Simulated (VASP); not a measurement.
# Ta2SiN2 (I4/mmm) in VASP: density of states with PBE

Aim: the density of states of Ta2SiN2 with PBE.

All numbers are computed with VASP 6.6.1; they aren't measurements. Logs are shortened: lines on timing, memory, paths and dates and some standing lists are left out, and cuts for length are marked.

**1. The structure**

It takes space group I4/mmm (No. 139, tetragonal). The conventional cell has a = 3.506 Å, b = 3.506 Å, c = 10.871 Å, α = 90.00°, β = 90.00°, γ = 90.00°. Around Ta (site symmetry 4mm) lie 4 N at 2.08 Å. Si (site symmetry 4/mmm) is surrounded by 8 Ta at 2.95 Å and 8 N at 3.23 Å. Around N (site symmetry -4m2) lie 4 Ta at 2.08 Å.

The cell was built by a generator and needn't be a form met in nature.

**2. Density of states, PBE**

Input file POSCAR:

```
Ta2SiN2
1.0
   -1.7532500000      1.7532500000      5.4355400000
    1.7532500000     -1.7532500000      5.4355400000
    1.7532500000      1.7532500000     -5.4355400000
Ta Si N
2 1 2
Direct
    0.3524650000      0.3524650000      0.0000000000
    0.6475350000      0.6475350000      0.0000000000
    0.0000000000      0.0000000000      0.0000000000
    0.7500000000      0.2500000000      0.5000000000
    0.2500000000      0.7500000000      0.5000000000
```

Input file INCAR.step1:

```
SYSTEM = Ta2SiN2
  PREC = Accurate
  ENCUT = 520
  EDIFF = 1E-7
  ISMEAR = 0
  SIGMA = 0.1
  LREAL = .FALSE.
  LASPH = .TRUE.
  NELM = 80
  ALGO = Normal
  ISIF = 2
  LWAVE = .FALSE.
  LCHARG = .TRUE.
  LMAXMIX = 4
  GGA = PE
  NBANDS = 26
  KPAR = 4
```

Input file KPOINTS.step1:

```
Automatic mesh
0
G
  12 12 12
  0 0 0
```

Input file INCAR.step2:

```
SYSTEM = Ta2SiN2
  PREC = Accurate
  ENCUT = 520
  EDIFF = 1E-7
  ISMEAR = -5
  SIGMA = 0.1
  LREAL = .FALSE.
  LASPH = .TRUE.
  NELM = 80
  ALGO = Normal
  ISIF = 2
  LWAVE = .FALSE.
  LCHARG = .FALSE.
  LMAXMIX = 4
  GGA = PE
  LORBIT = 11
  NBANDS = 26
  KPAR = 4
  NEDOS = 2001
  ICHARG = 11
```

Input file KPOINTS.step2:

```
Automatic mesh
0
G
  18 18 18
  0 0 0
```

Potentials or basis: VASP PAW PBE potentials, release 64 (Ta_pv, Si, N).

On the command line:

```console
$ cat potpaw_PBE.64/Ta_pv/POTCAR potpaw_PBE.64/Si/POTCAR potpaw_PBE.64/N/POTCAR > POTCAR
$ cp INCAR.step1 INCAR
$ cp KPOINTS.step1 KPOINTS
$ mpirun -np 4 vasp_std > vasp.out
$ cp INCAR.step2 INCAR
$ cp KPOINTS.step2 KPOINTS
$ mpirun -np 4 vasp_std > vasp.out
```

OUTCAR:

```text
SYSTEM = Ta2SiN2
   PREC = Accurate
   ENCUT = 520
   EDIFF = 1E-7
   ISMEAR = -5
   LREAL = .FALSE.
   LASPH = .TRUE.
   NELM = 80
   ISIF = 2
   GGA = PE
   LORBIT = 11
   ICHARG = 11

 ion  position               nearest neighbor table
   1  0.352  0.352  0.000-   4 2.08   5 2.08   5 2.08   4 2.08   3 2.95   3 2.95   3 2.95   3 2.95
                             2 3.21   2 3.33   2 3.33   2 3.33   2 3.33
   2  0.648  0.648  0.000-   5 2.08   4 2.08   4 2.08   5 2.08   3 2.95   3 2.95   3 2.95   3 2.95
                             1 3.21   1 3.33   1 3.33   1 3.33   1 3.33
   3  0.000  0.000  0.000-   2 2.95   1 2.95   2 2.95   1 2.95   2 2.95   1 2.95   1 2.95   2 2.95

   4  0.750  0.250  0.500-   1 2.08   2 2.08   1 2.08   2 2.08
   5  0.250  0.750  0.500-   1 2.08   2 2.08   1 2.08   2 2.08

  LATTYP: Found a body centered tetragonal cell.
 ALAT       =     3.5065000000
 C/A-ratio  =     3.1002652217

  Lattice vectors:

 A1 = (  -1.7532500000,   1.7532500000,   5.4355400000)
 A2 = (   1.7532500000,  -1.7532500000,   5.4355400000)
 A3 = (   1.7532500000,   1.7532500000,  -5.4355400000)

Analysis of symmetry for initial positions (statically):
=====================================================================
 Subroutine PRICEL returns:
 Original cell was already a primitive cell.

 Routine SETGRP: Setting up the symmetry group for a
 body centered tetragonal supercell.

 Subroutine GETGRP returns: Found 16 space group operations
 (whereof 16 operations were pure point group operations)
 out of a pool of 16 trial point group operations.

The static configuration has the point symmetry D_4h.

Analysis of symmetry for dynamics (positions and initial velocities):
=====================================================================
 Subroutine PRICEL returns:
 Original cell was already a primitive cell.

 Routine SETGRP: Setting up the symmetry group for a
 body centered tetragonal supercell.

 Subroutine GETGRP returns: Found 16 space group operations
 (whereof 16 operations were pure point group operations)
 out of a pool of 16 trial point group operations.

The dynamic configuration has the point symmetry D_4h.

 Subroutine INISYM returns: Found 16 space group operations
 (whereof 16 operations are pure point group operations),
 and found     1 'primitive' translations

----------------------------------------------------------------------------------------

                                     Primitive cell

  volume of cell :      66.8329

  direct lattice vectors                    reciprocal lattice vectors
    -1.753250000  1.753250000  5.435540000     0.000000000  0.285184657  0.091987181
     1.753250000 -1.753250000  5.435540000     0.285184657  0.000000000  0.091987181
     1.753250000  1.753250000 -5.435540000     0.285184657  0.285184657  0.000000000

  length of vectors
     5.974350694  5.974350694  5.974350694     0.299653016  0.299653016  0.403312010

  position of ions in fractional coordinates (direct lattice)
     0.352465000  0.352465000  0.000000000
     0.647535000  0.647535000  0.000000000
     0.000000000  0.000000000  0.000000000
     0.750000000  0.250000000  0.500000000
     0.250000000  0.750000000  0.500000000

  ion indices of the primitive-cell ions
   primitive index   ion index
                 1           1
                 2           2
                 3           3
                 4           4
                 5           5

----------------------------------------------------------------------------------------

 KPOINTS: Automatic mesh

Automatic generation of k-mesh.
 Grid dimensions read from file:
 generate k-points for:   18   18   18

 Generating k-lattice:

  Cartesian coordinates                     Fractional coordinates (reciprocal lattice)
     0.000000000  0.015843592  0.005110399     0.055555556  0.000000000 -0.000000000
     0.015843592  0.000000000  0.005110399     0.000000000  0.055555556 -0.000000000
     0.015843592  0.015843592  0.000000000     0.000000000  0.000000000  0.055555556

  Length of vectors
     0.016647390  0.016647390  0.022406223

  Shift w.r.t. Gamma in fractional coordinates (k-lattice)
     0.000000000  0.000000000  0.000000000

 TETIRR: Found   7414 inequivalent tetrahedra from    34992

 Subroutine IBZKPT returns following result:
 ===========================================

 Found    480 irreducible k-points:

 Following reciprocal coordinates:
            Coordinates               Weight
  0.000000  0.000000  0.000000      1.000000
  0.055556 -0.000000  0.000000      8.000000
  0.111111 -0.000000  0.000000      8.000000
  0.166667 -0.000000  0.000000      8.000000
  0.222222 -0.000000  0.000000      8.000000
  0.277778  0.000000  0.000000      8.000000
[... 16 lines left out ...]
 -0.277778  0.055556 -0.000000     16.000000
 -0.222222  0.055556  0.000000     16.000000
 [... further k-points ...]
   k-points           NKPTS =    480   k-points in BZ     NKDIM =    480   number of bands    NBANDS=     26
   number of dos      NEDOS =   2001   number of ions     NIONS =      5
   total plane-waves  NPLWV = 110592
   dimension x,y,z NGX =    48 NGY =   48 NGZ =   48
   dimension x,y,z NGXF=    96 NGYF=   96 NGZF=   96
   ions per type =               2   1   2
   NGX,Y,Z   is equivalent  to a cutoff of  13.36, 13.36, 13.36 a.u.
   NGXF,Y,Z  is equivalent  to a cutoff of  26.71, 26.71, 26.71 a.u.
 SYSTEM =  Ta2SiN2
   PREC   = accura    normal or accurate (medium, high low for compatibility)
   ISTART =      0    job   : 0-new  1-cont  2-samecut
   ICHARG =     11    charge: 1-file 2-atom 10-const
   ISPIN  =      1    spin polarized calculation?
   LNONCOLLINEAR =      F non collinear calculations
   LSORBIT =      F    spin-orbit coupling
   LASPH  =      T    aspherical Exc in radial PAW
   ENCUT  =  520.0 eV  38.22 Ry    6.18 a.u.  11.11 11.11 11.11*2*pi/ulx,y,z
   NELM   =     80;   NELMIN=  2; NELMDL=  0     # of ELM steps
   EDIFF  = 0.1E-06   stopping-criterion for ELM
   LREAL  =      F    real-space projection
   EDIFFG = 0.1E-05   stopping-criterion for IOM
   NSW    =      0    number of steps for IOM
   IBRION =     -1    ionic relax: 0-MD 1-quasi-New 2-CG
   NFREE  =      0    steps in history (QN), initial steepest desc. (CG)
   ISIF   =      2    stress and relaxation
   ISYM   =      2    0-nonsym 1-usesym 2-fastsym
   POTIM  = 0.5000    time-step for ionic-motion
   TEBEG  =    0.0;   TEEND  =   0.0 temperature during run
   PSTRESS=    0.0 pullay stress
   NELECT =      36.0000    total number of electrons
   NUPDOWN=      -1.0000    fix difference up-down
   EMIN   =  10.00;   EMAX   =-10.00  energy-range for DOS
   EFERMI =   0.00;   METHOD = LEGACY
   ISMEAR =    -5;   SIGMA  =   0.10  broadening in eV -4-tet -1-fermi 0-gaus
   EFERMI_NEDOS =   21; number of points for ismear=-14 and -15
   IALGO  =     38    algorithm
   IMIX   =      4    mixing-type and parameters
     AMIX     =   0.40;   BMIX     =  1.00
     AMIX_MAG =   1.60;   BMIX_MAG =  1.00
  volume/ion in A,a.u.               =      13.37        90.20
  Fermi-wavevector in a.u.,A,eV,Ry     =   1.332024  2.517161 24.140670  1.774289
  Thomas-Fermi vector in A             =   2.460991
   LORBIT       =     11    0 simple, 1 ext, 2 COOP (PROOUT), +10 PAW based schemes
   GGA     = PE    functional components
   LHFCALC =     F    Hartree Fock is set to
   AEXX    =    0.0000 exact exchange contribution
   IVDW    =     0    specifies the selected vdW correction
   LEPSILON=     F    determine dielectric tensor
   LRPA    =     F    only Hartree local field effects (RPA)
 non-spin polarized calculation
 Fermi weights with tetrahedron method with Bloechl corrections
  energy-cutoff  :      520.00
  volume of cell :       66.83
 maximum number of plane-waves:      1832
 NGX is ok and might be reduce to    48

 number of electron      36.0000001 magnetization

 Free energy of the ion-electron system (eV)
  ---------------------------------------------------
  ext. energy  EPLUGINS =         0.00000000
  ---------------------------------------------------
  free energy    TOTEN  =       -48.12389362 eV

  energy without entropy =      -48.12389362  energy(sigma->0) =      -48.12389362

 E-fermi :   6.7406     XC(G=0): -11.9493

 val. band max:        6.7621132409   @ k =  -0.3333   0.5000   0.3333
 cond. band min:       6.7199042325   @ k =   0.3889   0.2222   0.0000
 fundamental gap:     -0.0422090084
 Fermi energy:         6.7406175647

 k-point     1 :       0.0000    0.0000    0.0000
  band No.  band energies     occupation
      1     -28.5640      2.00000
      2     -28.4714      2.00000
      3     -28.4714      2.00000
      4     -28.3777      2.00000
      5     -28.3777      2.00000
      6     -28.1924      2.00000
[... 18 lines left out ...]
     25      11.6095      0.00000
     26      11.6095      0.00000

 k-point     2 :       0.0556   -0.0000    0.0000
  band No.  band energies     occupation
      1     -28.5639      2.00000
      2     -28.4763      2.00000
      3     -28.4705      2.00000
      4     -28.3804      2.00000
      5     -28.3781      2.00000
      6     -28.1935      2.00000
[... 18 lines left out ...]
     25      11.6976      0.00000
     26      11.7424      0.00000

 k-point     3 :       0.1111   -0.0000    0.0000
  band No.  band energies     occupation
      1     -28.5642      2.00000
      2     -28.4901      2.00000
      3     -28.4675      2.00000
      4     -28.3871      2.00000
      5     -28.3793      2.00000
      6     -28.1969      2.00000
[... 18 lines left out ...]
     25      11.8600      0.00000
     26      11.9189      0.00000

 k-point     4 :       0.1667   -0.0000    0.0000
  band No.  band energies     occupation
      1     -28.5669      2.00000
      2     -28.5111      2.00000
      3     -28.4627      2.00000
      4     -28.3946      2.00000
      5     -28.3813      2.00000
      6     -28.2027      2.00000
[... 18 lines left out ...]
     25      11.9943      0.00000
     26      12.1815      0.00000

 k-point     5 :       0.2222   -0.0000    0.0000
  band No.  band energies     occupation
      1     -28.5743      2.00000
      2     -28.5366      2.00000
      3     -28.4564      2.00000
      4     -28.3987      2.00000
      5     -28.3841      2.00000
      6     -28.2108      2.00000
[... 18 lines left out ...]
     25      11.9390      0.00000
     26      12.4233      0.00000

 k-point     6 :       0.2778    0.0000    0.0000
  band No.  band energies     occupation
      1     -28.5871      2.00000
      2     -28.5634      2.00000
      3     -28.4490      2.00000
      4     -28.3965      2.00000
      5     -28.3879      2.00000
      6     -28.2211      2.00000
[... 427 lines left out ...]
 k-point    21 :      -0.3889    0.0556    0.0000
  band No.  band energies     occupation
      1     -28.6197      2.00000
      2     -28.6069      2.00000
      3     -28.4350      2.00000
      4     -28.4025      2.00000
      5     -28.3810      2.00000
      6     -28.2415      2.00000
[... 18 lines left out ...]
     25      11.3935      0.00000
     26      12.4262      0.00000

 k-point    22 :      -0.3333    0.0556    0.0000
  band No.  band energies     occupation
      1     -28.6054      2.00000
      2     -28.5868      2.00000
      3     -28.4435      2.00000
      4     -28.3970      2.00000
      5     -28.3917      2.00000
      6     -28.2290      2.00000
[... 18 lines left out ...]
     25      11.6530      0.00000
     26      12.4187      0.00000

 k-point    23 :      -0.2778    0.0556   -0.0000
  band No.  band energies     occupation
      1     -28.5900      2.00000
      2     -28.5620      2.00000
      3     -28.4519      2.00000
      4     -28.3996      2.00000
      5     -28.3916      2.00000
      6     -28.2173      2.00000
[... 18 lines left out ...]
     25      11.8074      0.00000
     26      12.4615      0.00000

 k-point    24 :      -0.2222    0.0556    0.0000
  band No.  band energies     occupation
      1     -28.5774      2.00000
      2     -28.5355      2.00000
      3     -28.4595      2.00000
      4     -28.4008      2.00000
      5     -28.3876      2.00000
      6     -28.2076      2.00000
[... 18 lines left out ...]
     25      11.8681      0.00000
     26      12.4311      0.00000

 [... further k-points ...]

------------------------ aborting loop because EDIFF is reached ----------------------------------------

  FORCE on cell =-STRESS in cart. coord.  units (eV):
  Direction    XX          YY          ZZ          XY          YZ          ZX
  --------------------------------------------------------------------------------------
  -------------------------------------------------------------------------------------
  Total       -0.1143403     -0.1143403      0.0550079      0.0000000      0.0000000      0.0000000
  in kB       -2.7410652     -2.7410652      1.3186982      0.0000000      0.0000000      0.0000000
  external PRESSURE =      -1.3878107 kB  Pullay stress =       0.0000000 kB

 VOLUME and BASIS-vectors are now :
 -----------------------------------------------------------------------------
  energy-cutoff  :      520.00
  volume of cell :       66.83
      direct lattice vectors                 reciprocal lattice vectors
    -1.753250000  1.753250000  5.435540000     0.000000000  0.285184657  0.091987181
     1.753250000 -1.753250000  5.435540000     0.285184657  0.000000000  0.091987181
     1.753250000  1.753250000 -5.435540000     0.285184657  0.285184657  0.000000000

 POSITION                                       TOTAL-FORCE (eV/Angst)
 -----------------------------------------------------------------------------------
      0.00000      0.00000      3.83168         0.000000      0.000000      0.030093
      0.00000      0.00000      7.03940         0.000000      0.000000     -0.030093
      0.00000      0.00000      0.00000        -0.000000     -0.000000     -0.000000
     -0.00000      1.75325      2.71777        -0.000000     -0.000000      0.000000
      1.75325     -0.00000      2.71777        -0.000000     -0.000000      0.000000
 -----------------------------------------------------------------------------------
    total drift:                                0.000000     -0.000000      0.000000

  FREE ENERGIE OF THE ION-ELECTRON SYSTEM (eV)
  ---------------------------------------------------
  free  energy   TOTEN  =       -48.1238936183 eV

  energy  without entropy=      -48.1238936183  energy(sigma->0) =      -48.12389362

 total charge

# of ion       s       p       d       tot
------------------------------------------
    1        0.328   6.221   2.272   8.821
    2        0.328   6.221   2.272   8.821
    3        0.785   0.846   0.000   1.631
    4        1.259   2.556   0.000   3.815
    5        1.259   2.556   0.000   3.815
--------------------------------------------------
tot          3.960  18.400   4.544  26.904
```

Run time: 7.4 min. Hardware: 4 MPI ranks of Intel Xeon Platinum 8559C (Emerald Rapids), shared host; peak memory 0.88 GiB.

Results:

```yaml
Valence_electrons_inside_the_program's_atomic_spheres: Ta 8.82; Si 1.63; N 3.81
```

States per cell in windows of 1 eV (zero at the Fermi level; states under -8 eV left out):
| from (eV) | total | Ta1_d | Ta2_d | N4_p | N5_p | Si3_p | Si3_s |
| --- | --- | --- | --- | --- | --- | --- | --- |
| -8.0 | 1.44 | 0.08 | 0.08 | 0.11 | 0.11 | 0.01 | 0.24 |
| -7.0 | 2.16 | 0.23 | 0.23 | 0.36 | 0.36 | 0.02 | 0.03 |
| -6.0 | 3.64 | 0.42 | 0.42 | 0.58 | 0.58 | 0.05 | 0.10 |
| -5.0 | 2.25 | 0.23 | 0.23 | 0.37 | 0.37 | 0.05 | 0.05 |
| -4.0 | 1.97 | 0.19 | 0.19 | 0.31 | 0.31 | 0.08 | 0.02 |
| -3.0 | 3.04 | 0.34 | 0.34 | 0.46 | 0.46 | 0.17 | 0.03 |
| -2.0 | 1.94 | 0.23 | 0.23 | 0.18 | 0.18 | 0.19 | 0.03 |
| -1.0 | 2.58 | 0.39 | 0.39 | 0.14 | 0.14 | 0.27 | 0.02 |
| 0.0 | 1.65 | 0.40 | 0.40 | 0.07 | 0.07 | 0.10 | 0.01 |
| 1.0 | 2.50 | 0.69 | 0.69 | 0.09 | 0.09 | 0.08 | 0.01 |
| 2.0 | 2.56 | 0.75 | 0.75 | 0.06 | 0.06 | 0.06 | 0.03 |
| 3.0 | 3.95 | 1.01 | 1.01 | 0.14 | 0.14 | 0.08 | 0.12 |
| 4.0 | 2.67 | 0.69 | 0.69 | 0.12 | 0.12 | 0.03 | 0.06 |
| 5.0 | 2.58 | 0.69 | 0.69 | 0.15 | 0.15 | 0.10 | 0.02 |
| 6.0 | 0.06 | 0.01 | 0.01 | 0.00 | 0.00 | 0.00 | 0.00 |
| 7.0 | 0.01 | 0.00 | 0.00 | 0.00 | 0.00 | 0.00 | 0.00 |

Caveat: tetrahedron occupations give inexact forces and stress in metals.
